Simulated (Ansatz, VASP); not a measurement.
## Sc64O64F63 (V_F) in two plane-wave programs

One calculation is typed for both programs; each brings its own data sets. How far apart do they land? The cell is taken from a series of runs on this material, whose earlier steps may have relaxed, scaled, displaced or heated it; both programs get it as it stands.

Calculated with Ansatz 0.2.0; plane waves, with VASP 6.6.1 beside it; single point at PBEsol.

### 1. The starting structure

The cell holds 191 atoms: 64 Sc, 64 O and 63 F. Its edges and angles: a = 14.621 Å, b = 13.329 Å, c = 14.536 Å, α = 63.1°, β = 66.0°, γ = 62.5°. It derives from ScOF (ScOF (P2_1/c)). Nearest the centre at fractional (0.511, 0.319, 0.653): Sc14 at 2.04 Å, Sc39 at 2.15 Å, Sc41 at 2.21 Å, O107 at 2.56 Å, F142 at 2.62 Å, F144 at 2.74 Å, F156 at 2.80 Å, F170 at 2.81 Å. The cell carries charge +1.

### 2. VASP: single point, PBEsol

A single point gives forces, pressure and levels at one fixed geometry, so differences don't come from the geometry; what else differs is listed under the comparison.

Lines of VASP's logs that name or quote its potential files are left out, and so is its time.

The input, INCAR:

```
SYSTEM = Sc64O64F63
PREC = Accurate
ENCUT = 520
EDIFF = 1E-06
NELM = 120
ISMEAR = -1
SIGMA = 0.01
LREAL = Auto
ALGO = Normal
GGA = PS
NELECT = 1528
NBANDS = 897
LASPH = .TRUE.
LORBIT = 11
LWAVE = .FALSE.
LCHARG = .FALSE.
ISIF = 2
GGA_COMPAT = .FALSE.
EFERMI = MIDGAP
```

The input, POSCAR:

```
Sc64O64F63
1.0
   -1.7984947062     10.2489819671     10.2705863574
    8.5090297443      0.0000000000     10.2594286950
   10.3075244505     10.2489819671     -0.0111576624
Sc O F
64 64 63
Direct
    0.0174416404      0.1272537419      0.2182804581
    0.2678142352      0.3769805492      0.4681959475
[... 1 atom line left out ...]
    0.4694667057      0.1376864452      0.0156929032
[... 5 atom lines left out ...]
    0.2687005162      0.3767348246      0.9676794311
    0.2197672873      0.3871326139      0.7659159805
    0.4692563912      0.1371056438      0.5168176509
[... 1 atom line left out ...]
    0.4843516928      0.3700346556      0.7765244729
[... 1 atom line left out ...]
    0.2820392045      0.1127183781      0.7323891870
[... 11 atom lines left out ...]
    0.4692791067      0.6374422128      0.5157858346
    0.2336396730      0.6234328074      0.5301786976
[... 2 atom lines left out ...]
    0.2824636904      0.6122678648      0.7318958650
[... 1 atom line left out ...]
    0.7669158337      0.3767863745      0.4688748842
    0.7182936617      0.3874831315      0.2672770047
[... 3 atom lines left out ...]
    0.5312928182      0.3612717174      0.4855200176
[... 1 atom line left out ...]
    0.5173840067      0.1306795218      0.7175559082
[... 1 atom line left out ...]
    0.7194505381      0.3865634622      0.7664444664
[... 1 atom line left out ...]
    0.7328115332      0.1239239805      0.5313262707
[... 2 atom lines left out ...]
    0.7821523326      0.1123768943      0.7324922533
[... 8 atom lines left out ...]
    0.5179077658      0.6255292304      0.7183373643
[... 1 atom line left out ...]
    0.7187104666      0.8875222125      0.7667084800
[... 12 atom lines left out ...]
    0.4301844477      0.3257875008      0.4459656245
[... 1 atom line left out ...]
    0.3035225893      0.2025723127      0.5690384265
[... 1 atom line left out ...]
    0.3199132486      0.4242877352      0.8023529887
    0.1970336387      0.2975483851      0.9296693027
    0.4464935380      0.0477116016      0.6798282590
[... 1 atom line left out ...]
    0.4310759117      0.3246368309      0.9455578135
[... 9 atom lines left out ...]
    0.3035097718      0.7033849068      0.5687904742
[... 3 atom lines left out ...]
    0.4473526885      0.5469467626      0.6780829924
    0.1810438112      0.5757496746      0.6954185064
[... 1 atom line left out ...]
    0.5538696291      0.4529844826      0.3187383525
[... 3 atom lines left out ...]
    0.6972703131      0.2973821270      0.4303521177
[... 3 atom lines left out ...]
    0.5550495003      0.4512943242      0.8173774301
    0.8050945848      0.2020456944      0.5691427555
    0.5695382491      0.1744120076      0.5522621755
[... 3 atom lines left out ...]
    0.6821181756      0.0749563825      0.6959725105
[... 9 atom lines left out ...]
    0.5542098263      0.9523921505      0.8194702054
[... 1 atom line left out ...]
    0.5700881747      0.6748178979      0.5527024147
[... 17 atom lines left out ...]
    0.2389006853      0.4318604736      0.5964295352
    0.4885132585      0.1781262087      0.8513485132
[... 1 atom line left out ...]
    0.3463590735      0.2315588377      0.7391546570
[... 5 atom lines left out ...]
    0.4881894133      0.6839138469      0.3454328160
[... 5 atom lines left out ...]
    0.4022145623      0.5208268478      0.5078912972
[... 10 atom lines left out ...]
    0.5991713124      0.4884771786      0.4812226209
[... 2 atom lines left out ...]
    0.6557179795      0.2643694278      0.7630357828
[... 1 atom line left out ...]
    0.7385214043      0.4314335521      0.5968745649
[... 15 atom lines left out ...]
    0.7393491598      0.9314420100      0.5967510712
[... 2 atom lines left out ...]
    0.8477708777      0.7322593215      0.7385566192
```

The input, KPOINTS:

```
Automatic mesh
0
Gamma
1 1 1
0 0 0
```

Potentials, in the order of the species: Sc_sv, O and F (PBE family, release 64).

Launch:

```bash
$ export OMP_NUM_THREADS=4
$ mpirun -np 1 vasp_gam
```

Log:

```text
[banner, memory and clock lines left out]
running    1 mpi-ranks, on    1 nodes
[...]
Offloading initialized ...    1 GPUs detected
[...]
|                                                                             |
|               ----> ADVICE to this user running VASP <----                  |
|                                                                             |
|     You enforced a specific xc type in the INCAR file but a different       |
|     [... a line on the potential file left out ...]
|     I HOPE YOU KNOW WHAT YOU ARE DOING!                                     |
|                                                                             |

 LDA part: xc-table for (Slater+PW92), standard interpolation
 POSCAR, INCAR and KPOINTS ok, starting setup
[...]
entering main loop
       N       E                     dE             d eps       ncg     rms          rms(c)
DAV:   1     0.439029738188E+05    0.43903E+05   -0.72241E+05  1802   0.212E+03
DAV:   2     0.116006242497E+05   -0.32302E+05   -0.31207E+05  1922   0.775E+02
DAV:   3     0.118861180949E+04   -0.10412E+05   -0.10004E+05  2402   0.459E+02
DAV:   4    -0.158451435216E+04   -0.27731E+04   -0.26123E+04  2835   0.222E+02
DAV:   5    -0.191548785936E+04   -0.33097E+03   -0.32838E+03  2828   0.761E+01BRMIX: very serious problems
 the old and the new charge density differ
 old charge density:  1529.00000 new 1528.00001
    0.131E+02
DAV:   6    -0.160319025517E+04    0.31230E+03   -0.13295E+03  2876   0.750E+01    0.464E+01
DAV:   7    -0.161213570583E+04   -0.89455E+01   -0.19256E+02  2820   0.225E+01    0.273E+01
DAV:   8    -0.161265915183E+04   -0.52345E+00   -0.93186E+01  2964   0.136E+01    0.188E+01
DAV:   9    -0.160806828394E+04    0.45909E+01   -0.16859E+01  2724   0.740E+00    0.681E+00
[...]
DAV:  20    -0.160775624015E+04    0.10750E-05   -0.23702E-05  2236   0.750E-03    0.146E-02
DAV:  21    -0.160775623833E+04    0.18240E-05   -0.58644E-06  1868   0.512E-03    0.566E-03
DAV:  22    -0.160775623842E+04   -0.91837E-07   -0.16158E-06  1316   0.319E-03
   1 F= -.16077562E+04 E0= -.16077562E+04  d E =0.000000E+00
```

OUTCAR, selected parts (step 2):

```text
  FREE ENERGIE OF THE ION-ELECTRON SYSTEM (eV)
  ---------------------------------------------------
  free  energy   TOTEN  =     -1607.7562384204 eV

  energy  without entropy=    -1607.7562384204  energy(sigma->0) =    -1607.75623842
```

The run ends at a pressure of 0.09 GPa, with forces up to 3.6 eV/Å.

(Continued in part 2 of 2.)

[Lines on the potential files, build, host, timing and source positions are cut from VASP's logs without a mark.]

[Logs are printed without paths, hosts, clocks, repeated set-up lines and the standing remarks that a program may print on its own settings, such as how far it seeks lower states.]

[Hosts, paths, dates, database ids (printed as entryN), source tags and the programs' standing remarks are cut or masked in the printed files.]
